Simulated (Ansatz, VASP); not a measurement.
**CuGePSe: VASP beside Ansatz**

Aim: how closely do two programs agree when they are given the same cell, functional and k mesh? The structure shown is the end of the VASP relaxation below.

Main program and level: Ansatz 0.2.0; plane waves, with VASP 6.6.1 beside it; single point at LDA.

**1. Set-up**

The cell holds 8 atoms: 2 Ge, 2 P, 2 Cu and 2 Se. Its edges and angles: a = 3.908 Å, b = 3.908 Å, c = 25.342 Å, α = 90.0°, β = 90.0°, γ = 120.0°. It derives from CuGePSe. The (0 0 1) slab of CuGePSe, cut from the database cell (so at first; earlier steps may have moved the atoms). Vacuum lies along c.

**2. VASP: relaxation, LDA**

This run makes the geometry at which the two programs are then compared.

Lines of VASP's logs that name or quote its potential files are left out, and so is its time.

INCAR

```
SYSTEM = CuGePSe
PREC = Normal
ENCUT = 320
EDIFF = 1E-05
NELM = 120
ISMEAR = 0
SIGMA = 0.05
LREAL = .FALSE.
ALGO = Fast
GGA = CA
NBANDS = 44
LORBIT = 11
LWAVE = .FALSE.
LCHARG = .FALSE.
KPAR = 2
IBRION = 2
NSW = 40
ISIF = 2
EDIFFG = -0.03
POTIM = 0.4
MAXMIX = 40
IDIPOL = 3
LDIPOL = .TRUE.
DIPOL = 0.5 0.5 0.502
```

POSCAR

```
CuGePSe
1.0
    3.9076160419      0.0000000000      0.0000000000
   -1.9538080210      3.3840947606      0.0000000000
    0.0000000000      0.0000000000     25.3416781228
Ge P Cu Se
2 2 2 2
Selective dynamics
Direct
    0.3333333300      0.6666666700      0.2959551400  F F F
    0.0000000000      0.0000000000      0.5472477900  T T T
    0.6666666700      0.3333333300      0.3335213800  F F F
    0.3333333300      0.6666666700      0.5848140300  T T T
    0.6666666700      0.3333333300      0.4217168100  F F F
    0.3333333300      0.6666666700      0.6730094600  T T T
    0.0000000000      0.0000000000      0.4527522100  F F F
    0.6666666700      0.3333333300      0.7040448600  T T T
```

KPOINTS

```
Automatic mesh
0
Gamma
9 9 1
0 0 0
```

PAW data sets: Ge_d, P, Cu and Se (LDA family, release 64).

Command:

```
$ mpirun -np 2 vasp_std
```

Numbers of over 12 decimals in the logs are rounded to 6 here.

Output:

```text
[banner, memory and clock lines left out]
running    2 mpi-ranks, on    1 nodes
 distrk:  each k-point on    1 cores,    2 groups
 distr:  one band on    1 cores,    1 groups

 POSCAR found type information on POSCAR GeP CuSe
 POSCAR found :  4 types and       8 ions
 LDA part: xc-table for (Slater(with rela. corr.)+CA(PZ))
 , standard interpolation
 POSCAR, INCAR and KPOINTS ok, starting setup
 FFT: planning ... GRIDC
 FFT: planning ... GRID_SOFT
 FFT: planning ... GRID
 WAVECAR not read
 entering main loop
       N       E                     dE             d eps       ncg     rms          rms(c)
DAV:   1     0.597739946477E+03    0.59774E+03   -0.24871E+04  1288   0.163E+03
DAV:   2     0.612278890171E+02   -0.53651E+03   -0.52181E+03  1088   0.458E+02
DAV:   3    -0.364670014797E+02   -0.97695E+02   -0.95935E+02  1520   0.179E+02
DAV:   4    -0.429388221270E+02   -0.64718E+01   -0.64017E+01  1368   0.520E+01
DAV:   5    -0.432478416218E+02   -0.30902E+00   -0.30852E+00  1632   0.114E+01    0.188E+01
RMM:   6    -0.501217625451E+02   -0.68739E+01   -0.92652E+01  1198   0.806E+01    0.171E+01
RMM:   7    -0.485658925911E+02    0.15559E+01   -0.27663E+01  1099   0.496E+01    0.105E+01
RMM:   8    -0.408250402814E+02    0.77409E+01   -0.17123E+00  1273   0.108E+01    0.616E+00
RMM:   9    -0.401889814463E+02    0.63606E+00   -0.35215E+00  1493   0.131E+01    0.747E+00
RMM:  10    -0.400807573376E+02    0.10822E+00   -0.11621E+00  1387   0.707E+00    0.463E+00
RMM:  11    -0.395988045729E+02    0.48195E+00   -0.10118E+00  1419   0.773E+00    0.171E+00
RMM:  12    -0.395573768680E+02    0.41428E-01   -0.18574E-01  1444   0.244E+00    0.571E-01
RMM:  13    -0.395526646360E+02    0.47122E-02   -0.39543E-02  1575   0.763E-01    0.348E-01
RMM:  14    -0.395506432891E+02    0.20213E-02   -0.90296E-03  1472   0.559E-01    0.160E-01
RMM:  15    -0.395506914558E+02   -0.48167E-04   -0.35753E-03  1582   0.312E-01    0.672E-02
RMM:  16    -0.395508241118E+02   -0.13266E-03   -0.73166E-04  1536   0.115E-01    0.528E-02
RMM:  17    -0.395508204648E+02    0.36470E-05   -0.15540E-04  1337   0.588E-02    0.263E-02
RMM:  18    -0.395508907855E+02   -0.70321E-04   -0.38841E-05   903   0.368E-02    0.213E-02
RMM:  19    -0.395509382798E+02   -0.47494E-04   -0.27194E-05   797   0.393E-02    0.121E-02
RMM:  20    -0.395509978505E+02   -0.59571E-04   -0.20804E-05   754   0.252E-02    0.942E-03
RMM:  21    -0.395510338134E+02   -0.35963E-04   -0.22753E-05   770   0.300E-02    0.128E-02
RMM:  22    -0.395510536368E+02   -0.19823E-04   -0.22244E-05   726   0.396E-02    0.858E-03
RMM:  23    -0.395510630105E+02   -0.93737E-05   -0.46002E-06   595   0.183E-02
   1 F= -.39551063E+02 E0= -.39546511E+02  d E =-.395511E+02
[... from here on, the cycles between the ionic steps are left out ...]
   2 F= -.39570053E+02 E0= -.39565578E+02  d E =-.189905E-01
   9 F= -.39623619E+02 E0= -.39617459E+02  d E =-.691316E-02
  10 F= -.39627852E+02 E0= -.39621561E+02  d E =-.423283E-02
  11 F= -.39634316E+02 E0= -.39627755E+02  d E =-.106962E-01
  12 F= -.39637190E+02 E0= -.39630720E+02  d E =-.287466E-02
  13 F= -.39637210E+02 E0= -.39630750E+02  d E =-.289425E-02
  14 F= -.39639337E+02 E0= -.39632806E+02  d E =-.212739E-02
  15 F= -.39639510E+02 E0= -.39632951E+02  d E =-.230033E-02
  16 F= -.39640009E+02 E0= -.39633313E+02  d E =-.498626E-03
  17 F= -.39640060E+02 E0= -.39633397E+02  d E =-.549694E-03
  18 F= -.39640060E+02 E0= -.39633390E+02  d E =-.550216E-03
  19 F= -.39640061E+02 E0= -.39633394E+02  d E =-.550911E-03
 curvature:  -0.34 expect dE=-0.317E-04 dE for cont linesearch -0.212E-06
 ZBRENT: accuracy reached
 trial: gam= 0.20595 g(F)=  0.942E-04 g(S)=  0.000E+00 ort = 0.232E-04 (trialstep = 0.231E+01)
 search vector abs. value=  0.140E-03
 bond charge predicted
       N       E                     dE             d eps       ncg     rms          rms(c)
DAV:   1    -0.396401164891E+02   -0.54991E-04   -0.30922E-02  1168   0.613E-01    0.359E-02
RMM:   2    -0.396402241955E+02   -0.10771E-03   -0.11503E-03  1313   0.188E-01    0.176E-02
RMM:   3    -0.396402408810E+02   -0.16685E-04   -0.19103E-04  1125   0.675E-02    0.122E-02
RMM:   4    -0.396402429053E+02   -0.20244E-05   -0.25801E-05   703   0.318E-02
  20 F= -.39640243E+02 E0= -.39633565E+02  d E =-.181764E-03
 trial-energy change:   -0.000182  1 .order   -0.000183   -0.000229   -0.000138
 step:   5.8317(harm=  5.8317)  dis= 0.00152  next Energy=   -39.640350 (dE=-0.289E-03)
 reached required accuracy - stopping structural energy minimisation
```

OUTCAR, selected parts (step 2):

```text
ion  position               nearest neighbor table
   1  0.333  0.667  0.296-   3 2.45   3 2.45   3 2.45
   2  0.000  0.000  0.547-   7 2.39   4 2.45   4 2.45   4 2.45
   3  0.667  0.333  0.334-   5 2.24   1 2.45   1 2.45   1 2.45
   4  0.333  0.667  0.585-   6 2.24   2 2.45   2 2.45   2 2.45
   5  0.667  0.333  0.422-   3 2.24   7 2.39   7 2.39   7 2.39
   6  0.333  0.667  0.673-   4 2.24   8 2.39   8 2.39   8 2.39
   7  0.000  0.000  0.453-   5 2.39   5 2.39   5 2.39   2 2.39
   8  0.667  0.333  0.704-   6 2.39   6 2.39   6 2.39

  LATTYP: Found a hexagonal cell.
 ALAT       =     3.9076160419
 C/A-ratio  =     6.4852016808

 Subroutine GETGRP returns: Found  6 space group operations
 (whereof  6 operations were pure point group operations)

The static configuration has the point symmetry C_3v.

 Found     12 irreducible k-points:

   k-points           NKPTS =     12   k-points in BZ     NKDIM =     12   number of bands    NBANDS=     44

   dimension x,y,z NGX =    18 NGY =   18 NGZ =  112
   dimension x,y,z NGXF=    36 NGYF=   36 NGZF=  224

   ENCUT  =  320.0 eV  23.52 Ry    4.85 a.u.   5.70  5.70 36.96*2*pi/ulx,y,z

   NELECT =      72.0000    total number of electrons

 k-points in reciprocal lattice and weights: Automatic mesh
   0.00000000  0.00000000  0.00000000       0.012
   0.11111111 -0.00000000  0.00000000       0.074
   0.22222222 -0.00000000  0.00000000       0.074
   0.33333333 -0.00000000  0.00000000       0.074
   0.44444444 -0.00000000  0.00000000       0.074
   0.11111111  0.11111111  0.00000000       0.074
   0.22222222  0.11111111  0.00000000       0.148
   0.33333333  0.11111111  0.00000000       0.148
   0.44444444  0.11111111  0.00000000       0.074
   0.22222222  0.22222222  0.00000000       0.074
   0.33333333  0.22222222  0.00000000       0.148
   0.33333333  0.33333333  0.00000000       0.025

 dipolmoment           0.000000      0.000000      0.074902 electrons x Angstroem

 average (electrostatic) potential at core
       1 -80.4339       2 -81.1743       3 -90.3692       4 -90.8546       5 -72.3703
       6 -72.7252       7 -65.2611       8 -64.5756

 E-fermi :  -0.5701

 k-point     1 :       0.0000    0.0000    0.0000
  band No.  band energies     occupation
    ...
     28      -2.5038      2.00000
     29      -2.5038      2.00000
     30      -1.9553      2.00000
     31      -1.9552      2.00000
     32      -1.6095      2.00000
     33      -0.5315      0.27541
     34      -0.4515      0.00080
     35      -0.4515      0.00080
     36      -0.1335      0.00000
     37       0.2093      0.00000
    ...

 k-point     2 :       0.1111   -0.0000    0.0000
  band No.  band energies     occupation
    ...
     31      -2.1541      2.00000
     32      -1.3205      2.00000
     33      -0.7926      2.00000
     34      -0.5885      1.39816
     35      -0.5756      1.12427
     36      -0.0092      0.00000
     37       0.1246      0.00000
     38       0.2936      0.00000
     39       0.7844      0.00000
     40       1.9578      0.00000
    ...

 k-point     3 :       0.2222   -0.0000    0.0000
  band No.  band energies     occupation
    ...
     31      -2.4870      2.00000
     32      -1.9558      2.00000
     33      -1.7030      2.00000
     34      -0.9533      2.00000
     35      -0.6910      1.99938
     36      -0.5199      0.15585
     37      -0.0999      0.00000
     38       0.4626      0.00000
     39       0.9394      0.00000
     40       2.1143      0.00000
    ...

  Total       -5.6318916     -5.6318916     -1.3737049      0.0000000      0.0000000     -0.0000000
  in kB      -26.9262022    -26.9262022     -6.5677144      0.0000000      0.0000000     -0.0000000
  external PRESSURE =     -20.1400396 kB  Pullay stress =       0.0000000 kB

  energy-cutoff  :      320.00
  volume of cell :      335.11
      direct lattice vectors                 reciprocal lattice vectors
     3.907616042  0.000000000  0.000000000     0.255910506  0.147750000  0.000000000
    -1.953808021  3.384094761  0.000000000     0.000000000  0.295499999  0.000000000
     0.000000000  0.000000000 25.341678123     0.000000000  0.000000000  0.039460686

 POSITION                                       TOTAL-FORCE (eV/Angst)
 -----------------------------------------------------------------------------------
     -0.00000      2.25606      7.50000        -0.000000      0.000000     -0.202724
      0.00000      0.00000     13.86369         0.000000      0.000000     -0.009040
      1.95381      1.12803      8.45199        -0.000000      0.000000      0.570222
     -0.00000      2.25606     14.77644        -0.000000     -0.000000      0.014993
      1.95381      1.12803     10.68701         0.000000     -0.000000      0.206284
     -0.00000      2.25606     16.96995        -0.000000      0.000000     -0.009493
      0.00000      0.00000     11.47350        -0.000000      0.000000     -0.543058
      1.95381      1.12803     17.47726         0.000000      0.000000     -0.027183
 -----------------------------------------------------------------------------------
    total drift:                               -0.000026     -0.000039      0.024978

  FREE ENERGIE OF THE ION-ELECTRON SYSTEM (eV)
  ---------------------------------------------------
  free  energy   TOTEN  =       -39.6402429053 eV

  energy  without entropy=      -39.6268864577  energy(sigma->0) =      -39.63356468

 reached required accuracy - stopping structural energy minimisation

 vacuum level on the upper side and lower side of the slab         5.034         4.006

 total charge
# of ion       s       p       d       tot
------------------------------------------
    1        1.236   0.998  10.015  12.250
    2        1.168   1.110  10.054  12.332
    3        1.055   1.403   0.000   2.458
    4        1.085   1.368   0.000   2.454
    5        0.435   0.398   9.203  10.035
    6        0.470   0.481   9.149  10.101
    7        1.460   2.341   0.059   3.860
    8        1.462   2.313   0.048   3.823
--------------------------------------------------
tot          8.373  10.412  38.529  57.313

[... 3 further parts left out ...]
```

CONTCAR:

```
CuGePSe
   1.00000000000000
     3.9076160418999999    0.0000000000000000    0.0000000000000000
    -1.9538080210000000    3.3840947606000000    0.0000000000000000
     0.0000000000000000    0.0000000000000000   25.3416781228000012
  Ge              P               Cu              Se
     2     2     2     2
Selective dynamics
Direct
     0.3333333300000021    0.6666666699999979    0.2959551399999967   F   F   F
     0.0000000000000000    0.0000000000000000    0.5470708986277019   T   T   T
     0.6666666699999979    0.3333333300000021    0.3335213800000005   F   F   F
     0.3333333300000021    0.6666666699999979    0.5830884932385515   T   T   T
     0.6666666699999979    0.3333333300000021    0.4217168099999995   F   F   F
     0.3333333300000021    0.6666666699999979    0.6696460530166597   T   T   T
     0.0000000000000000    0.0000000000000000    0.4527522099999999   F   F   F
     0.6666666699999979    0.3333333300000021    0.6896646606620144   T   T   T
```

The run keeps the 6 symmetry operations of its start, so it cannot find a distortion of lower symmetry.

(Part 1 of 2 ends here.)

[Lines on the potential files, build, host, timing and source positions are cut from VASP's logs without a mark.]

[Logs are printed without paths, hosts, clocks, repeated set-up lines and the standing remarks that a program may print on its own settings, such as how far it seeks lower states.]

[Hosts, paths, dates, database ids (printed as entryN), source tags and the programs' standing remarks are cut or masked in the printed files.]
